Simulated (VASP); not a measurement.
# CsLiCr2Te2S3 (R32) in VASP: settings compared, part 2 of 3

VASP 6.6.1.

## (3) Relaxation of cell and atoms, PBE+D4, collinear spin, ferromagnetic start

INCAR

```
SYSTEM = CsLiCr2Te2S3
  PREC = Accurate
  ENCUT = 600
  EDIFF = 1E-6
  ISMEAR = -1
  SIGMA = 0.05
  LREAL = .False.
  LASPH = .True.
  NELM = 150
  ALGO = Normal
  ISIF = 3
  LWAVE = .False.
  LCHARG = .False.
  ISPIN = 2
  MAGMOM = 0 0 3 3 0 0 0 0 0
  LORBIT = 11
  LMAXMIX = 4
  GGA = PE
  IVDW = 13
  IBRION = 2
  NSW = 60
  EDIFFG = -0.02
  KPAR = 4
```

KPOINTS

```
regular mesh
0
Gamma
  5 5 5
  0 0 0
```

POSCAR

```
CsLiCr2Te2S3
1.0
    3.3192900000      1.9163900000      6.8798200000
   -3.3192900000      1.9163900000      6.8798200000
    0.0000000000     -3.8327900000      6.8798200000
Cs Li Cr Te S
1 1 2 2 3
Direct
    0.0000000000      0.0000000000      0.0000000000
    0.5000000000      0.5000000000      0.5000000000
    0.7984800000      0.7984800000      0.7984800000
    0.2015200000      0.2015200000      0.2015200000
    0.6799000000      0.6799000000      0.6799000000
    0.3201000000      0.3201000000      0.3201000000
    0.1362600000      0.8637400000      0.5000000000
    0.5000000000      0.1362600000      0.8637400000
    0.8637400000      0.5000000000      0.1362600000
```

Potentials or basis: VASP PAW PBE potentials, release 64 (Cs_sv, Li_sv, Cr_pv, Te, S).

Started as:

```bash
> cat potpaw_PBE.64/Cs_sv/POTCAR potpaw_PBE.64/Li_sv/POTCAR potpaw_PBE.64/Cr_pv/POTCAR potpaw_PBE.64/Te/POTCAR potpaw_PBE.64/S/POTCAR > POTCAR
> mpirun -np 4 vasp_std > vasp.out
```

OUTCAR:

```text
SYSTEM = CsLiCr2Te2S3
   PREC = Accurate
   ENCUT = 600
   EDIFF = 1E-6
   ISMEAR = -1
   LREAL = .False.
   LASPH = .True.
   NELM = 150
   ISIF = 3
   ISPIN = 2
   LORBIT = 11
   GGA = PE
   IVDW = 13
   IBRION = 2
   NSW = 60
   EDIFFG = -0.02

 ion  position               nearest neighbor table
   1  0.000  0.000  0.000-
   2  0.500  0.500  0.500-   7 2.41   8 2.41   9 2.41
   3  0.798  0.798  0.798-   7 2.24   8 2.24   9 2.24   5 2.45
   4  0.202  0.202  0.202-   7 2.24   9 2.24   8 2.24   6 2.45
   5  0.680  0.680  0.680-   3 2.45
   6  0.320  0.320  0.320-   4 2.45
   7  0.136  0.864  0.500-   3 2.24   4 2.24   2 2.41
   8  0.500  0.136  0.864-   3 2.24   4 2.24   2 2.41
   9  0.864  0.500  0.136-   4 2.24   3 2.24   2 2.41

  LATTYP: Found a trigonal (rhomboedric) cell.
 ALAT       =     7.8754149077
 COS(alpha) =     0.6447177554

  Lattice vectors:

[... 1310 lines left out ...]
     41       4.6303      0.00000
     42       7.8717      0.00000
 Fermi energy:         3.1432833296

 spin component 2

 k-point     1 :       0.0000    0.0000    0.0000
  band No.  band energies     occupation
      1     -42.8224      1.00000
      2     -39.0099      1.00000
      3     -39.0091      1.00000
      4     -38.7724      1.00000
      5     -38.7724      1.00000
      6     -38.7685      1.00000
[... 884 lines left out ...]
  FREE ENERGIE OF THE ION-ELECTRON SYSTEM (eV)
  ---------------------------------------------------
  free  energy   TOTEN  =       -48.1778084022 eV

  energy  without entropy=      -48.1585772148  energy(sigma->0) =      -48.16819281

 reached required accuracy - stopping structural energy minimisation

 total charge

# of ion       s       p       d       tot
------------------------------------------
    1        1.834   4.697   0.040   6.572
    2        2.018   0.048   0.000   2.066
    3        0.348   6.298   4.178  10.823
    4        0.348   6.298   4.178  10.823
    5        1.386   1.994   0.021   3.400
    6        1.386   1.994   0.021   3.400
    7        1.331   2.423   0.000   3.754
    8        1.331   2.423   0.000   3.754
    9        1.331   2.423   0.000   3.754
--------------------------------------------------
tot         11.312  28.598   8.437  48.347

 magnetization (x)

# of ion       s       p       d       tot
------------------------------------------
    1       -0.000  -0.006  -0.002  -0.009
    2        0.002   0.002   0.000   0.004
    3        0.031   0.028   2.221   2.280
    4        0.031   0.028   2.221   2.280
    5       -0.006  -0.211   0.003  -0.214
    6       -0.006  -0.211   0.003  -0.214
    7       -0.004  -0.076   0.000  -0.079
    8       -0.004  -0.076   0.000  -0.079
    9       -0.004  -0.076   0.000  -0.079
--------------------------------------------------
tot          0.041  -0.598   4.447   3.889
```

OSZICAR:

```text
N       E                     dE             d eps       ncg     rms          rms(c)
DAV:   1     0.598098132669E+03    0.59810E+03   -0.33035E+04  3560   0.158E+03
DAV:   2     0.172228779064E+02   -0.58088E+03   -0.56241E+03  3690   0.352E+02
[... 99 lines left out ...]
DAV:   2    -0.456667218386E+02   -0.76045E-02   -0.66390E-02  3226   0.155E+00    0.515E-01
DAV:   3    -0.456646373006E+02    0.20845E-02   -0.11723E-02  3432   0.867E-01    0.159E-01
DAV:   4    -0.456645413682E+02    0.95932E-04   -0.59920E-04  3582   0.180E-01    0.855E-02
DAV:   5    -0.456645114829E+02    0.29885E-04   -0.79195E-05  4636   0.558E-02    0.580E-02
DAV:   6    -0.456644979953E+02    0.13488E-04   -0.41293E-05  4018   0.492E-02    0.200E-02
DAV:   7    -0.456644984388E+02   -0.44352E-06   -0.79022E-06  3876   0.155E-02
  10 F= -.48177808E+02 E0= -.48168193E+02  d E =-.821845E-03  mag=     4.0016
```

CONTCAR:

```text
CsLiCr2Te2S3
   1.00000000000000
     3.2856160138486836    1.8969483608919124    6.8326054501713624
    -3.2856160138486836    1.8969483608919124    6.8326054501713624
     0.0000000000000000   -3.7939065514994454    6.8326054309018316
  Cs              Li              Cr              Te              S
     1     1     2     2     3
Direct
     1.0000000000000000    0.0000000000000000    1.0000000000000000
     0.5000000000000000    0.5000000000000000    0.5000000000000000
     0.7982306793365795    0.7982306793365795    0.7982306793366336
     0.2017693206634206    0.2017693206634206    0.2017693206633664
     0.6794782233924924    0.6794782233924924    0.6794782233917761
     0.3205217766075077    0.3205217766075077    0.3205217766082241
     0.1381775720580853    0.8618224279419150    0.5000000000000000
     0.5000000000001802    0.1381775720582655    0.8618224279419948
     0.8618224279417346    0.4999999999998198    0.1381775720580052

  0.00000000E+00  0.00000000E+00  0.00000000E+00
  0.00000000E+00  0.00000000E+00  0.00000000E+00
  0.00000000E+00  0.00000000E+00  0.00000000E+00
  0.00000000E+00  0.00000000E+00  0.00000000E+00
  0.00000000E+00  0.00000000E+00  0.00000000E+00
  0.00000000E+00  0.00000000E+00  0.00000000E+00
  0.00000000E+00  0.00000000E+00  0.00000000E+00
  0.00000000E+00  0.00000000E+00  0.00000000E+00
  0.00000000E+00  0.00000000E+00  0.00000000E+00
```

Run time: 31 min. Hardware: 4 MPI ranks of Intel Xeon Platinum 8259CL at 2.50GHz (Skylake/Cascade Lake), shared host; peak memory 1.1 GiB.

Results:

- Free energy: -48.1778 eV
- Relaxed volume: 28.39 Å³/atom
- Relaxed cell: a = 7.815 Å, b = 7.815 Å, c = 7.815 Å, α = 49.72°, β = 49.72°, γ = 49.72°
- Space group after relaxing (to 0.05 Å): R32 (No. 155)
- Energy gained by relaxing: 4.9 meV/atom
- Ionic steps: 10
- Pressure after relaxing: 0.0 GPa
- Largest force after relaxing: 0.006 eV/Å
- Band gap on the k mesh: none (metal or under the smearing width)
- Net moment: 4.00 μB per cell
- Site moments: Cs -0.01; Li +0.00; Cr +2.28; Te -0.21; S -0.08 μB
- Valence electrons inside the program's atomic spheres: Cs 6.57; Li 2.07; Cr 10.82; Te 3.40; S 3.75
- Dispersion energy per atom: -0.279 eV

Forces in eV/Å, atoms in the order of the input:
```
Cs   0.000  0.000  0.000
Li   0.000  0.000  0.000
Cr   0.000  0.000  0.006
Cr   0.000  0.000 -0.006
Te   0.000  0.000 -0.004
Te   0.000  0.000  0.004
S    0.005  0.000  0.000
S   -0.002  0.004  0.000
S   -0.002 -0.004  0.000
```

The path:
```
step  energy change (eV)  largest force (eV/Å)  pressure (GPa)  volume (Å³)
   1              0.0000                0.0152           -1.56       262.58
   2             -0.0116                0.0800            2.63       251.90
   3             -0.0409                0.1351           -0.20       256.02
   4             -0.0411                0.1304           -0.09       255.72
   5             -0.0412                0.1256            0.03       255.50
   6             -0.0429                0.0792            0.15       255.16
   7             -0.0429                0.0887            0.18       255.13
   8             -0.0434                0.0738           -0.31       256.01
   9             -0.0437                0.0800           -0.14       255.67
  10             -0.0445                0.0062           -0.03       255.51
```

Final structure:
```xyz
9
Lattice="3.2856 1.8969 6.8326 -3.2856 1.8969 6.8326 0.0000 -3.7939 6.8326" Properties=species:S:1:pos:R:3 pbc="T T T"
Cs    3.2856   -1.8970   13.6652
Li    0.0000    0.0000   10.2489
Cr    0.0000    0.0000   16.3620
Cr    0.0000    0.0000    4.1358
Te    0.0000    0.0000   13.9278
Te    0.0000    0.0000    6.5700
S    -2.3776    0.0000   10.2489
S     1.1888   -2.0591   10.2489
S     1.1888    2.0591   10.2489
```

Caveat: the cutoff is under 1.25 times the usual one of these potentials, so pressure, stress and relaxed cells hold a basis-set (Pulay) error; only a ferromagnetic start was run, and an antiferromagnetic order may lie lower in energy; pairwise dispersion overbinds metals, which lowers pressure and volume. Spin-orbit coupling is left out, which matters for the levels of Cs, Te.

## (4) Relaxation of cell and atoms, PBE+TS, collinear spin, ferromagnetic start

INCAR, as its differences from that of step 3:

```diff
@@ -18,3 +18,3 @@
   GGA = PE
-  IVDW = 13
+  IVDW = 2
   IBRION = 2
```

KPOINTS is that of step 3.

POSCAR is that of step 3.

Potentials or basis: VASP PAW PBE potentials, release 64 (Cs_sv, Li_sv, Cr_pv, Te, S).

Started as:

```bash
> cat potpaw_PBE.64/Cs_sv/POTCAR potpaw_PBE.64/Li_sv/POTCAR potpaw_PBE.64/Cr_pv/POTCAR potpaw_PBE.64/Te/POTCAR potpaw_PBE.64/S/POTCAR > POTCAR
> mpirun -np 4 vasp_std > vasp.out
```

OUTCAR:

```text
SYSTEM = CsLiCr2Te2S3
   PREC = Accurate
   ENCUT = 600
   EDIFF = 1E-6
   ISMEAR = -1
   LREAL = .False.
   LASPH = .True.
   NELM = 150
   ISIF = 3
   ISPIN = 2
   LORBIT = 11
   GGA = PE
   IVDW = 2
   IBRION = 2
   NSW = 60
   EDIFFG = -0.02
  IVDW =   2

 ion  position               nearest neighbor table
   1  0.000  0.000  0.000-
   2  0.500  0.500  0.500-   7 2.41   8 2.41   9 2.41
   3  0.798  0.798  0.798-   7 2.24   8 2.24   9 2.24   5 2.45
   4  0.202  0.202  0.202-   7 2.24   9 2.24   8 2.24   6 2.45
   5  0.680  0.680  0.680-   3 2.45
   6  0.320  0.320  0.320-   4 2.45
   7  0.136  0.864  0.500-   3 2.24   4 2.24   2 2.41
   8  0.500  0.136  0.864-   3 2.24   4 2.24   2 2.41
   9  0.864  0.500  0.136-   4 2.24   3 2.24   2 2.41

  LATTYP: Found a trigonal (rhomboedric) cell.
 ALAT       =     7.8754149077
 COS(alpha) =     0.6447177554

  Lattice vectors:

 A1 = (   3.3192900000,   1.9163900000,   6.8798200000)
 A2 = (  -3.3192900000,   1.9163900000,   6.8798200000)
 A3 = (   0.0000000000,  -3.8327900000,   6.8798200000)

Analysis of symmetry for initial positions (statically):
=====================================================================
 Subroutine PRICEL returns:
 Original cell was already a primitive cell.

 Routine SETGRP: Setting up the symmetry group for a
 trigonal (rhombohedral) supercell.

 Subroutine GETGRP returns: Found  6 space group operations
 (whereof  6 operations were pure point group operations)
[... 2164 lines left out ...]

  energy without entropy =      -45.40379936  energy(sigma->0) =      -45.41707907

 E-fermi :   3.9503     XC(G=0):  -9.0630

 val. band max:        3.9270110779   @ k =  -0.4000   0.4000   0.0000
 cond. band min:       3.9555698763   @ k =  -0.2000   0.2000   0.0000
 fundamental gap:      0.0285587984
 Fermi energy:         3.9503328315

 spin component 1

 k-point     1 :       0.0000    0.0000    0.0000
  band No.  band energies     occupation
      1     -41.8346      1.00000
      2     -40.3639      1.00000
      3     -40.3639      1.00000
      4     -40.3613      1.00000
      5     -40.3613      1.00000
      6     -40.2713      1.00000
[... 1702 lines left out ...]
     41       6.7245      0.00000
     42       9.0703      0.00000

------------------------ aborting loop because EDIFF is reached ----------------------------------------

  Hirshfeld charges:
            ion         q(e)
   ------------------------------
      1     Cs       0.13335945
      2     Li       0.06314655
      3     Cr       0.27864163
      4     Cr       0.27864163
      5     Te      -0.04282228
      6     Te      -0.04282228
      7     S       -0.22271487
      8     S       -0.22271492
      9     S       -0.22271492
[... 38 lines left out ...]
  FREE ENERGIE OF THE ION-ELECTRON SYSTEM (eV)
  ---------------------------------------------------
  free  energy   TOTEN  =       -50.6433376094 eV

  energy  without entropy=      -50.6167782035  energy(sigma->0) =      -50.63005791

 reached required accuracy - stopping structural energy minimisation

 total charge

# of ion       s       p       d       tot
------------------------------------------
    1        1.835   4.698   0.051   6.584
    2        2.019   0.052   0.000   2.071
    3        0.346   6.298   4.184  10.828
    4        0.346   6.298   4.184  10.828
    5        1.387   2.006   0.023   3.416
    6        1.387   2.006   0.023   3.416
    7        1.334   2.418   0.000   3.752
    8        1.334   2.418   0.000   3.752
    9        1.334   2.418   0.000   3.752
--------------------------------------------------
tot         11.321  28.613   8.465  48.399

 magnetization (x)

# of ion       s       p       d       tot
------------------------------------------
    1       -0.000  -0.006  -0.002  -0.009
    2        0.002   0.002   0.000   0.004
    3        0.031   0.027   2.233   2.291
    4        0.031   0.027   2.233   2.291
    5       -0.006  -0.217   0.004  -0.219
    6       -0.006  -0.217   0.004  -0.219
    7       -0.003  -0.080   0.000  -0.083
    8       -0.003  -0.080   0.000  -0.083
    9       -0.003  -0.080   0.000  -0.083
--------------------------------------------------
tot          0.042  -0.625   4.472   3.890
```

OSZICAR:

```text
N       E                     dE             d eps       ncg     rms          rms(c)
DAV:   1     0.598098132669E+03    0.59810E+03   -0.33035E+04  3560   0.158E+03
DAV:   2     0.172228779064E+02   -0.58088E+03   -0.56241E+03  3690   0.352E+02
[... 369 lines left out ...]
DAV:   3    -0.454305275322E+02    0.57221E-03   -0.32321E-03  3426   0.453E-01    0.122E-01
DAV:   4    -0.454303768233E+02    0.15071E-03   -0.47028E-04  3436   0.161E-01    0.451E-02
DAV:   5    -0.454303630362E+02    0.13787E-04   -0.86237E-05  4584   0.439E-02    0.272E-02
DAV:   6    -0.454303606012E+02    0.24349E-05   -0.81914E-06  3428   0.198E-02    0.120E-02
DAV:   7    -0.454303592542E+02    0.13470E-05   -0.13360E-06  1834   0.747E-03    0.564E-03
DAV:   8    -0.454303587697E+02    0.48448E-06   -0.69069E-07  1720   0.497E-03
  37 F= -.50643338E+02 E0= -.50630058E+02  d E =-.278285E-03  mag=     4.0033
```

Run time: 1.9 h. Hardware: 4 MPI ranks of Intel Xeon Platinum 8259CL at 2.50GHz (Skylake/Cascade Lake), shared host; peak memory 1.2 GiB.

Results:

```yaml
Free_energy: -50.6433 eV
Relaxed_volume: 25.54 Å³/atom
Relaxed_cell: a = 7.266 Å, b = 7.266 Å, c = 7.266 Å, α = 53.48°, β = 53.48°, γ = 53.48°
Space_group_after_relaxing_to_0.05_Å: R32 (No. 155)
Energy_gained_by_relaxing: 57.1 meV/atom
Ionic_steps: 37
Pressure_after_relaxing: 0.0 GPa
Largest_force_after_relaxing: 0.010 eV/Å
Band_gap_on_the_k_mesh: none (metal or under the smearing width)
Net_moment: 4.00 μB per cell
Site_moments: Cs -0.01; Li +0.00; Cr +2.29; Te -0.22; S -0.08 μB
Valence_electrons_inside_the_program's_atomic_spheres: Cs 6.58; Li 2.07; Cr 10.83; Te 3.42; S 3.75
Hirshfeld_charges: Cs +0.13; Li +0.06; Cr +0.28; Te -0.04; S -0.22 e
Dispersion_energy_per_atom: -0.579 eV
```

Forces in eV/Å, atoms in the order of the input:
```
Cs   0.000  0.000  0.000
Li   0.000  0.000  0.000
Cr   0.000  0.000 -0.005
Cr   0.000  0.000  0.005
Te   0.000  0.000  0.002
Te   0.000  0.000 -0.002
S   -0.010  0.000  0.000
S    0.005 -0.009  0.000
S    0.005  0.009  0.000
```

Step by step:
```
step  energy change (eV)  largest force (eV/Å)  pressure (GPa)  volume (Å³)
   1              0.0000                0.1182           -2.35       262.58
   2             -0.1516                1.0152            0.30       246.64
   3             -0.1520                0.9318            0.08       247.71
   4             -0.2391                0.5737            0.47       242.45
   5             -0.2587                0.4492            0.64       240.50
   6             -0.2763                0.7808            1.01       236.62
   7             -0.3348                0.6805            0.66       236.17
   8             -0.3588                0.6245            0.46       235.88
   9             -0.3833                0.5176            0.08       235.28
  10             -0.3843                0.5047            0.03       235.20
  11             -0.4039                0.3501           -0.01       235.27
  12             -0.4374                0.3843           -0.15       235.48
  13             -0.4396                0.4644           -0.21       235.55
  14             -0.4538                0.3274           -0.24       235.22
  15             -0.4605                0.2356           -0.27       234.98
  16             -0.4659                0.1036           -0.32       234.49
  17             -0.4743                0.0855           -0.14       233.45
  18             -0.4887                0.1582            0.43       230.34
  19             -0.4987                0.1382            0.18       231.07
  20             -0.5015                0.1298            0.08       231.36
  21             -0.5045                0.1130           -0.12       231.96
  22             -0.5047                0.1099           -0.14       232.05
  23             -0.5077                0.0684           -0.16       231.62
  24             -0.5078                0.0755           -0.16       231.59
  25             -0.5081                0.0901           -0.16       231.53
  26             -0.5085                0.1186           -0.17       231.40
  27             -0.5109                0.1080           -0.01       230.43
  28             -0.5111                0.1068           -0.02       230.34
  29             -0.5114                0.1050           -0.01       230.18
  30             -0.5120                0.1016            0.05       229.85
  31             -0.5128                0.0945            0.16       229.19
  32             -0.5124                0.0976            0.11       229.52
  33             -0.5132                0.0206            0.06       229.64
  34             -0.5133                0.0278            0.02       229.66
  35             -0.5133                0.0391            0.01       229.71
  36             -0.5133                0.0317            0.02       229.68
  37             -0.5136                0.0101           -0.04       229.84
```

Final structure:
```xyz
9
Lattice="3.2691 1.8874 6.2085 -3.2691 1.8874 6.2085 0.0000 -3.7748 6.2085" Properties=species:S:1:pos:R:3 pbc="T T T"
Cs    0.0000    0.0000    0.0000
Li    0.0000    0.0000    9.3128
Cr    0.0000    0.0000   14.7282
Cr    0.0000    0.0000    3.8973
Te    0.0000    0.0000   12.3128
Te    0.0000    0.0000    6.3127
S    -2.3895    0.0000    9.3127
S     1.1948   -2.0694    9.3127
S     1.1948    2.0694    9.3127
```

Caveat: the cutoff is under 1.25 times the usual one of these potentials, so pressure, stress and relaxed cells hold a basis-set (Pulay) error; atom-pairwise D2, TS and ULG terms overbind metals; only a ferromagnetic start was run, and an antiferromagnetic order may lie lower in energy; pairwise dispersion overbinds metals, which lowers pressure and volume. With open d or f shells a metallic result of PBE can be an artefact of self-interaction; +U or a hybrid may open a gap.

(Part 2 of 3 ends here.)
